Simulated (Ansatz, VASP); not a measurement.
# Cross-check of Ge (germanene, 1 layer) between VASP and Ansatz

Aim: how closely do two programs agree when they are given the same cell, functional and k mesh? The structure shown is the start of the Ansatz relaxation below; VASP solves that cell, so the two are compared at the walk's first step.

Method: plane waves, with VASP 6.6.1 beside it; single point at PBE, in Ansatz 0.2.0.

## (1) The structure

The cell holds 2 atoms: 2 Ge. Its edges and angles: a = 4.060 Å, b = 4.060 Å, c = 16.690 Å, α = 90.0°, β = 90.0°, γ = 120.0°. Vacuum lies along c.

## (2) Ansatz: relaxation, PBE

Ansatz runs on its default PAW (the set named soft_2) files.

The two programs are compared at the cell with which this relaxation starts, whose forces are those of its first step.

input.yaml

```yaml
crystal:
  lattice:
    - [4.06, 0.0, 0.0]
    - [-2.03, 3.5160631394, 0.0]
    - [0.0, 0.0, 16.69]
  atoms:
    - { symbol: Ge, position: [0.6666666667, 0.3333333333, 0.4793289395] }
    - { symbol: Ge, position: [0.3333333333, 0.6666666667, 0.5206710605] }
kpoints:
  mp_grid: { grid: [12, 12, 1] }
hamiltonian:
  xc: pbe
scf:
  occupations: { method: fermi_dirac, width: 0.05 }
  convergence: { dr2_threshold: 1.0e-08 }
efield:
  axis: 3
  dipole_correction: true
  ramp_position: 0.97
  ramp_width: 0.04
relax:
  f_tol: 0.01
  cell: { fix: [c, alpha, beta] }
output:
  write_potential: true
  write_density: true
  volumetric_format: npy
```

Launch:

```console
$ ansatz run input.yaml --threads 8 --pin off --max-ram 16384MiB --backend cpu --events-out ev --progress --plain --runs-dir out
```

Numbers of over 12 decimals in the logs are rounded to 6 here.

The log of the run:

```text
Warning: relax.cell: scf.convergence.dr2_threshold = 1e-8 eV is looser than the 2e-10 eV advised for a relaxation that steers and ends on the stress (1e-10 eV for each atom of the cell: 2). What an SCF threshold leaves in a stress goes as its square root, and in the free energy as the threshold itself, and one threshold admits the most on a small cell: [figures from the program's tests cut] Set scf.convergence.dr2_threshold to 2e-10 eV or tighter. The threshold is an SCF's pass mark: one that does not reach it within its budget of iterations ends unconverged, or closes short of it on a stop that the run arms, and scf.convergence.dr2_threshold's page says what that costs each kind of run
Engine: ansatz 0.2.0, aarch64-unknown-linux-gnu
Pseudopotentials: kind: paw
Pseudopotential: Ge, paw, valence charge 14, recommended cutoff 420 eV (normal), Ge.paw.azcp
Functional definition: PBE
  parameter kappa = 0.804
  parameter beta = 0.066725
  exchange = pbe_x(kappa = kappa, mu = beta*pi^2/3)
  correlation = pbe_c(beta = beta)
Crystal: 2 atoms, lattice volume = 238.253 Å³
Basis set: ecut = 420 eV, 4651 PW (Γ), exchange–correlation on 60×60×240 points (8 copies of the dense FFT grid, shifted against one another)
Bands: 18, of which v1, the nominal top of the filled ones, is band 14 counted from 1 (13 counted from 0)
Symmetry: 6 space group operations
k-points: 19 of 144 (time reversal used)
Non-local potential: Ge, projectors of the file, l = 0: 2, l = 1: 2, l = 2: 3, l = 3: 1
PAW form: soft (Blöchl's): semilocal exchange-correlation on the pseudo side does not see the compensation charge
PAW one-centre angular grid: Ge, 590 points (default); XC on 64 Gauss nodes
Initial density: superposition of atomic densities (neutral atoms: chi_scale 0, normalization atom), corrected by the library's trained network
Initial wavefunctions: pseudopotential atomic-orbital guess
Functional: x = pbe(κ = 0.804, μ = 0.219515), c = pbe(β = 0.066725)
SCF iter   1: F=—  HF=-8589.010304 eV  |F-HF|=—  |Δ(HF+E_count)|=         —  Δρ=1.01e-3  dr2=3.51e-3  ethr=1.77e-3  p=0.000 e·Å  D=7.65e-5 V/Å  ΔV_dip=-0.00 eV  dr2_dipole=2.89e-8  V_vac-E_F(+/−)=4.44/4.45 eV  ⟨swp⟩=6.4  Hψ=1754  notcnv=0
efield: sawtooth ramp at fractional position 0.9700 (set: `efield.ramp_position`, or a place that a band, a saddle search or an elastic batch's reference lends), width 0.0400; the density the first Hamiltonian is built on has a dipole p = 0.000 e·Å; the dipole correction subtracts the counter field D = 7.65e-5 V/Å, which shifts the + side's vacuum level by -0.00 eV against the − side's; the planar-averaged density in the ramp window peaks in size at 1.5e-5 e/Å³
preconditioner: auto → LDOS  [metal: Δε(μ)=0.000 eV  Ē_g=8.395 eV  σ=0.050 eV  W_gap=0.00  n_scr=28 (ndim 8)  ℏωp=6.8 eV  f_vac=0.727  D(μ)=0.28/eV (n_scr^D=2)  β→1.0]
SCF iter   2: F=—  HF=-8589.010188 eV  |F-HF|=—  |Δ(HF+E_count)|=   1.16e-4  Δρ=4.81e-4  dr2=4.14e-4  ethr=1.25e-5  p=-0.000 e·Å  D=-4.24e-5 V/Å  ΔV_dip=0.00 eV  dr2_dipole=6.82e-8  V_vac-E_F(+/−)=4.48/4.48 eV  ⟨swp⟩=2.1  Hψ=837  notcnv=0
SCF iter   3: F=—  HF=-8589.010056 eV  |F-HF|=—  |Δ(HF+E_count)|=   1.32e-4  Δρ=1.24e-4  dr2=4.00e-5  ethr=1.48e-6  p=0.000 e·Å  D=5.53e-5 V/Å  ΔV_dip=-0.00 eV  dr2_dipole=5.89e-8  V_vac-E_F(+/−)=4.48/4.48 eV  ⟨swp⟩=2.0  Hψ=645  notcnv=0
SCF iter   4: F=—  HF=-8589.010017 eV  |F-HF|=—  |Δ(HF+E_count)|=   3.95e-5  Δρ=3.39e-5  dr2=2.67e-6  ethr=1.43e-7  p=-0.000 e·Å  D=-1.03e-5 V/Å  ΔV_dip=0.00 eV  dr2_dipole=9.72e-9  V_vac-E_F(+/−)=4.47/4.47 eV  ⟨swp⟩=2.0  Hψ=609  notcnv=0
SCF iter   5: F=—  HF=-8589.010023 eV  |F-HF|=—  |Δ(HF+E_count)|=   6.87e-6  Δρ=6.35e-6  dr2=1.13e-7  ethr=9.54e-9  p=0.000 e·Å  D=2.01e-5 V/Å  ΔV_dip=-0.00 eV  dr2_dipole=4.09e-9  V_vac-E_F(+/−)=4.47/4.47 eV  ⟨swp⟩=2.0  Hψ=609  notcnv=0
SCF iter   6: F=—  HF=-8589.010024 eV  |F-HF|=—  |Δ(HF+E_count)|=   1.94e-7  Δρ=2.15e-6  dr2=1.60e-8  ethr=3.57e-11  p=0.000 e·Å  D=5.00e-7 V/Å  ΔV_dip=-0.00 eV  dr2_dipole=1.58e-9  V_vac-E_F(+/−)=4.47/4.47 eV  ⟨swp⟩=9.0  Hψ=1969  notcnv=0
SCF iter   7: F=-8589.010024 eV  HF=-8589.010024 eV  |F-HF|=5.81e-9  |Δ(HF+E_count)|=   2.77e-8  Δρ=9.62e-7  dr2=9.60e-9  ethr=3.57e-11  p=0.000 e·Å  D=1.59e-5 V/Å  ΔV_dip=-0.00 eV  dr2_dipole=1.72e-9  V_vac-E_F(+/−)=4.47/4.47 eV  ⟨swp⟩=8.0  Hψ=1880  notcnv=0
SCF 1 converged in 7 iterations: F = -8589.010024 eV  dr2 = 9.60e-9
  greatest PAW one-centre occupation: 0.998 electrons in one spin orbital (limit 2), on the Ge atom at site 0 (counted from 0), in its partial waves of l = 2
[...]
SCF iter   2: F=—  HF=-8589.011575 eV  |F-HF|=—  |Δ(HF+E_count)|=   1.40e-5  Δρ=5.04e-5  dr2=9.71e-6  ethr=1.50e-7  p=0.000 e·Å  D=2.29e-6 V/Å  ΔV_dip=-0.00 eV  dr2_dipole=1.41e-9  V_vac-E_F(+/−)=4.47/4.47 eV  ⟨swp⟩=2.4  Hψ=593  notcnv=0
SCF iter   3: F=—  HF=-8589.011578 eV  |F-HF|=—  |Δ(HF+E_count)|=   3.38e-6  Δρ=8.59e-6  dr2=1.77e-7  ethr=3.47e-8  p=0.000 e·Å  D=1.46e-5 V/Å  ΔV_dip=-0.00 eV  dr2_dipole=7.42e-10  V_vac-E_F(+/−)=4.47/4.47 eV  ⟨swp⟩=2.9  Hψ=609  notcnv=0
SCF iter   4: F=—  HF=-8589.011578 eV  |F-HF|=—  |Δ(HF+E_count)|=   8.25e-9  Δρ=1.98e-6  dr2=9.58e-9  ethr=3.57e-11  p=0.000 e·Å  D=4.34e-6 V/Å  ΔV_dip=-0.00 eV  dr2_dipole=6.96e-10  V_vac-E_F(+/−)=4.47/4.47 eV  ⟨swp⟩=6.9  Hψ=2222  notcnv=0
SCF iter   5: F=-8589.011578 eV  HF=-8589.011578 eV  |F-HF|=7.79e-10  |Δ(HF+E_count)|=   5.87e-9  Δρ=5.91e-7  dr2=8.99e-10  ethr=3.42e-11  p=0.000 e·Å  D=1.11e-5 V/Å  ΔV_dip=-0.00 eV  dr2_dipole=8.60e-11  V_vac-E_F(+/−)=4.47/4.47 eV  ⟨swp⟩=7.6  Hψ=1864  notcnv=0
SCF 3 converged in 5 iterations: F = -8589.011578 eV  dr2 = 8.99e-10
relax step   3: F+E_penalty+E_count = -8589.01157826 eV  Δ(F+E_penalty+E_count) = -2.966e-4 eV  max|allowed force component| = 4.422e-4 eV/Å  Δτ_max = 0.0010 Å  P = +0.002 GPa  Ω = 236.248 Å³  energy of the carried Pulay correction = +6.303e-5 eV  fix = [c, alpha, beta]  reactions: c -0.000 GPa  (5 SCF iters, accepted)
Initial wavefunctions: pseudopotential atomic-orbital guess (no wavefunctions were taken with the density)
iter 1 solved again at ethr=1.54e-7 eV; its pass at ethr=3.10e-3 eV (dr2=4.31e-5 eV) is discarded
SCF iter   1: F=—  HF=-8589.011519 eV  |F-HF|=—  |Δ(HF+E_count)|=         —  Δρ=2.42e-6  dr2=3.47e-9  ethr=1.54e-7  p=0.000 e·Å  D=1.11e-5 V/Å  ΔV_dip=-0.00 eV  dr2_dipole=8.62e-11  V_vac-E_F(+/−)=4.47/4.47 eV  ⟨swp⟩=3.7  Hψ=2752  notcnv=0
efield: sawtooth ramp at fractional position 0.9700 (set: `efield.ramp_position`, or a place that a band, a saddle search or an elastic batch's reference lends), width 0.0400; the density the first Hamiltonian is built on has a dipole p = 0.000 e·Å; the dipole correction subtracts the counter field D = 1.11e-5 V/Å, which shifts the + side's vacuum level by -0.00 eV against the − side's; the planar-averaged density in the ramp window peaks in size at 1.3e-5 e/Å³
eigensolver tolerance schedule: the retry pair's looser diagonalisation over-reported the residual by 12436.95 of it (diagonalisation noise at 1.62 of the residual, at the tolerance the schedule requests for it); recorded, not acted on — ethr = c·dr2/N_el stays at c = 1.0e-1
preconditioner: auto → LDOS  [metal: Δε(μ)=0.481 eV  Ē_g=22.378 eV  σ=0.050 eV  W_gap=0.50  n_scr=28 (ndim 8)  ℏωp=12.8 eV  f_vac=0.725  D(μ)=0.28/eV (n_scr^D=2)  β→1.0]
SCF iter   2: F=—  HF=-8589.011519 eV  |F-HF|=—  |Δ(HF+E_count)|=   5.34e-7  Δρ=9.30e-7  dr2=2.29e-9  ethr=1.24e-11  p=0.000 e·Å  D=6.34e-6 V/Å  ΔV_dip=-0.00 eV  dr2_dipole=2.49e-10  V_vac-E_F(+/−)=4.47/4.47 eV  ⟨swp⟩=8.3  Hψ=2639  notcnv=0
SCF iter   3: F=-8589.011519 eV  HF=-8589.011519 eV  |F-HF|=1.74e-9  |Δ(HF+E_count)|=   1.43e-9  Δρ=5.39e-7  dr2=1.12e-9  ethr=8.16e-12  p=0.000 e·Å  D=1.17e-5 V/Å  ΔV_dip=-0.00 eV  dr2_dipole=1.51e-10  V_vac-E_F(+/−)=4.47/4.47 eV  ⟨swp⟩=5.4  Hψ=2014  notcnv=0
SCF 4 converged in 3 iterations: F = -8589.011519 eV  dr2 = 1.12e-9
relax step   4: F+E_penalty+E_count = -8589.01151944 eV  Δ(F+E_penalty+E_count) = +5.882e-5 eV  max|allowed force component| = 4.301e-4 eV/Å  Δτ_max = 0.0000 Å  P = +0.002 GPa  Ω = 236.248 Å³  fix = [c, alpha, beta]  reactions: c -0.000 GPa  stress off target by 3.26e-3 GPa on what of the cell is left free  SCF on the basis re-selected at this cell (its energy is not comparable with the rows above)  (3 SCF iters)
basis re-selected at this cell: Δ(F+E_penalty+E_count) = +5.882e-5 eV, ΔP = -0.000 GPa vs the last step (what re-selecting the basis moved, of the pressure what is left beyond the Pulay correction that the steps carried, after the strain that the cell walked since its last selection, with what the two solves' SCF thresholds leave and, on support functions, any second-order correction that the steps lacked; it is no m [...]
WARN: The output density's exchange-correlation potential varies sharply where the density is thin. Do not read a vacuum level from v_tot or v_xc, or from such a field of the output density. On a cell that repeats whose density bears no net charge and no dipole along the vacuum's axis use v_es (v_loc + v_h of the components); under efield.dipole_correction with no amplitude use v_es + v_field, which holds any externa [...]
SCF converged after 3 iterations
Free energy (F): -8589.011519 eV
Harris-Foulkes:  -8589.011519 eV  (|F-HF|=1.74e-9)
Internal energy: -8589.009584 eV  (E = F + TS)
E sigma→0 (E₀):  -8589.010552 eV
Entropy (-TS):   -0.001935 eV (-0.968 meV/atom)
Fermi energy:    -2.021045 eV
Dipole field:    D = -0.000003 V/Å  (p = -0.000005 e·Å, saw-weighted, corrected)
Work function:   Φ+ = 4.4678 eV   Φ− = 4.4677 eV
Levels:          The Fermi level and band energies are counted from a zero that moves with the ramp; work functions are not
--- Per-component energies (eV) ---
  E_band       = -583.391400
  E_kinetic    = 219.987559
  E_local      = -15560.008279  (includes V_loc(G=0)·N_el)
  E_nonlocal   = 834.227925
  E_hartree    = 7334.793852
  E_xc         = -149.451009
  E_vxc        = -126.710439  (∫ρ·V_xc dr)
  E_paw        = -4036.755224  (= ΣΔE_a)
  E_vpaw       = -620.474407  (= ΣTr[D̂ρ^β])
  E_aug_tail   = 0.000609  (compensation charges beyond the density's cutoff)
  E_efield     = 0.000000  (sawtooth field / dipole correction)
  E_vefield    = 0.000016  (∫n·V_field dr)
  E_ewald      = 2768.194983
  E_smearing   = -0.001935  (= −TS)
  E_closure    = -0.000000  (closes the sum)
  Σ components = -8589.011519   (vs F -8589.011519, Δ=0.00e0)
--- Forces (eV/Å), atoms counted from 1 ---
  atom   1  Ge    -0.00000000     0.00000000     0.00043724
  atom   2  Ge     0.00000000    -0.00000000    -0.00042302
  max |Σ_I F_I| component: 1.42e-5 eV/Å
--- Stress (GPa, compression-positive) ---
        0.003264       0.000000       0.000000
        0.000000       0.003264      -0.000000
        0.000000      -0.000000      -0.000052
  P = ⅓ Tr σ = 0.0022 GPa (0.022 kbar)
--- Band table (eV; the first three rows and the last of 19) ---
  k-point 0: bands = [... 10 lower, -13.2832, -5.5401, -2.5025, -2.5025, -1.5514, 0.3008, 1.8333, 1.8333]
  k-point 1: bands = [... 10 lower, -13.2076, -5.6010, -3.3638, -2.6597, -0.6813, 0.3358, 1.7362, 2.1212]
  k-point 2: bands = [... 10 lower, -12.9824, -6.0142, -4.0992, -3.0215, -0.0701, 0.3952, 1.9894, 2.6328]
  k-point 18: bands = [... 10 lower, -10.2562, -10.2561, -5.7425, -2.0210, -2.0210, 2.3941, 4.1899, 4.1899]
--- Relaxed structure (3 steps of the walk, 3 accepted, 1 SCFs on fresh bases) ---
  F+E_penalty+E_count = -8589.01151944 eV   max|allowed force component| = 4.301e-4 eV/Å   (the final SCF, on the basis selected at the relaxed cell)
  cell:  # Å, volume = 236.2476 Å³
    - [4.042875, 0, 0]
    - [-2.021437, 3.501232, 0]
    - [0, 0, 16.69]
  atoms:
    - { symbol: Ge, position: [0.666667, 0.333333, 0.479673] }
    - { symbol: Ge, position: [0.333333, 0.666667, 0.520327] }
```

The column dr2 measures how far the density is from self-consistency, as an energy; F and HF (Harris–Foulkes) agree once it is small.

(Part 1 of 2 ends here.)

[Lines on the potential files, build, host, timing and source positions are cut from VASP's logs without a mark.]

[Logs are printed without paths, hosts, clocks, repeated set-up lines and the standing remarks that a program may print on its own settings, such as how far it seeks lower states.]

[Hosts, paths, dates, database ids (printed as entryN), source tags and the programs' standing remarks are cut or masked in the printed files.]
